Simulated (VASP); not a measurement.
Energy against volume of CdSe (zinc blende). These are LDA (Ceperley-Alder, Perdew-Zunger), VASP's LDA PAW potentials (set 64) (plane waves; VASP) values and carry that method's errors. Settings: 520 eV cut-off, 8×8×8 Γ-centred mesh, Gaussian smearing of 0.050 eV, potentials Cd Se.

```tsv
V (Å³/atom)	E (eV/atom)
25.690	-3.36104
26.510	-3.37635
27.330	-3.38109
28.150	-3.37694
```

Fit these four points and predict the energy of the run at 28.970 Å³/atom.

A cubic in V^(−2/3), the third-order Birch-Murnaghan form, passes through the four points with V0 = 27.33 Å³/atom and B0 = 58 GPa, and gives -3.3653 eV/atom there. The run gave -3.3653 eV/atom, +0.0 meV/atom from the fit; all five points give B0 = 58 GPa.

The compound is CdSe in the zinc blende structure, whereas wurtzite is the usual form. It was relaxed first.
